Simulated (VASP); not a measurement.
Given:

```
CELL_PARAMETERS angstrom
      0.00000     2.40500     2.40500
      2.40500     0.00000     2.40500
      2.40500     2.40500     0.00000
ATOMIC_POSITIONS crystal
  Ca 0.00000 0.00000 0.00000
  O  0.50000 0.50000 0.50000
```

Method: G0W0 on PBE orbitals, VASP's PBE PAW potentials (set 64) (plane waves; VASP 6.6.1). Run with PREC = Normal, 500 eV cut-off, 6×6×6 Γ-centred mesh, Gaussian smearing of 0.010 eV, potentials Ca_sv_GW O_GW_new.

The mesh is coarse and the basis finite, so the quasiparticle values are not converged.

NBANDS = 128, ENCUTGW = 180 eV, NOMEGA = 64. The PBE levels (eV) that the step starts from are:

```csv
state,KS energy,filling
"k1 (0.00, 0.00, 0.00), band 5",-10.49,2
"k1 (0.00, 0.00, 0.00), band 6",5.02,2
"k1 (0.00, 0.00, 0.00), band 7",5.02,2
"k1 (0.00, 0.00, 0.00), band 8",5.02,2
"k1 (0.00, 0.00, 0.00), band 9",9.74,0
"k1 (0.00, 0.00, 0.00), band 10",11.25,0
"k1 (0.00, 0.00, 0.00), band 11",11.25,0
"k1 (0.00, 0.00, 0.00), band 12",11.25,0
"k4 (0.50, 0.00, 0.00), band 5",-9.31,2
"k4 (0.50, 0.00, 0.00), band 6",2.40,2
"k4 (0.50, 0.00, 0.00), band 7",3.83,2
"k4 (0.50, 0.00, 0.00), band 8",3.83,2
"k4 (0.50, 0.00, 0.00), band 9",12.07,0
"k4 (0.50, 0.00, 0.00), band 10",13.37,0
"k4 (0.50, 0.00, 0.00), band 11",13.37,0
"k4 (0.50, 0.00, 0.00), band 12",13.49,0
"k9 (-0.17, 0.17, 0.00), band 5",-9.81,2
"k9 (-0.17, 0.17, 0.00), band 6",3.40,2
"k9 (-0.17, 0.17, 0.00), band 7",4.20,2
"k9 (-0.17, 0.17, 0.00), band 8",4.56,2
"k9 (-0.17, 0.17, 0.00), band 9",11.06,0
"k9 (-0.17, 0.17, 0.00), band 10",11.79,0
"k9 (-0.17, 0.17, 0.00), band 11",12.04,0
"k9 (-0.17, 0.17, 0.00), band 12",12.83,0
```

Give the quasiparticle energies and renormalisation factors Z.

```tsv
state	QP energy (eV)	Z
k1 (0.00, 0.00, 0.00), band 5	-12.20	0.65
k1 (0.00, 0.00, 0.00), band 6	4.01	0.74
k1 (0.00, 0.00, 0.00), band 7	4.01	0.74
k1 (0.00, 0.00, 0.00), band 8	4.01	0.74
k1 (0.00, 0.00, 0.00), band 9	10.37	0.83
k1 (0.00, 0.00, 0.00), band 10	13.18	0.80
k1 (0.00, 0.00, 0.00), band 11	13.18	0.80
k1 (0.00, 0.00, 0.00), band 12	13.18	0.80
k4 (0.50, 0.00, 0.00), band 5	-11.16	0.68
k4 (0.50, 0.00, 0.00), band 6	1.10	0.73
k4 (0.50, 0.00, 0.00), band 7	2.78	0.73
k4 (0.50, 0.00, 0.00), band 8	2.78	0.73
k4 (0.50, 0.00, 0.00), band 9	13.92	0.77
k4 (0.50, 0.00, 0.00), band 10	15.76	0.77
k4 (0.50, 0.00, 0.00), band 11	15.76	0.77
k4 (0.50, 0.00, 0.00), band 12	14.05	0.81
k9 (-0.17, 0.17, 0.00), band 5	-11.60	0.66
k9 (-0.17, 0.17, 0.00), band 6	2.21	0.74
k9 (-0.17, 0.17, 0.00), band 7	3.16	0.74
k9 (-0.17, 0.17, 0.00), band 8	3.50	0.75
k9 (-0.17, 0.17, 0.00), band 9	12.74	0.80
k9 (-0.17, 0.17, 0.00), band 10	12.86	0.80
k9 (-0.17, 0.17, 0.00), band 11	14.12	0.79
k9 (-0.17, 0.17, 0.00), band 12	15.06	0.78
```
On the mesh the gap opens from 3.65 to 5.95 eV.

The compound is CaO in the rock salt structure. The cell was not relaxed at this level.
